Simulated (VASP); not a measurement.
Given:

```
CELL_PARAMETERS angstrom
      0.00000     2.29784     2.29784
      2.29784     0.00000     2.29784
      2.29784     2.29784     0.00000
ATOMIC_POSITIONS crystal
  Zr 0.00000 0.00000 0.00000
  N  0.50000 0.50000 0.50000
```

All values below come from PBE GGA, VASP's PBE PAW potentials (set 64) (plane waves; VASP 6.6.1). Run with 520 eV cut-off, 15×15×15 Γ-centred mesh, tetrahedra with Blöchl corrections, potentials Zr_sv N.

Q: What does the run give for the energy per atom (σ→0), band gap (on the k-mesh) with the smallest direct gap where there is one?

A: 
```yaml
band gap (on the k-mesh): none (metal, semimetal or under 0.01 eV)
energy per atom (σ→0): -10.185 eV/atom
```

The compound is ZrN in the rock salt structure. It was relaxed first. The electron count is odd and the run is not spin-polarised, which forces a metal.
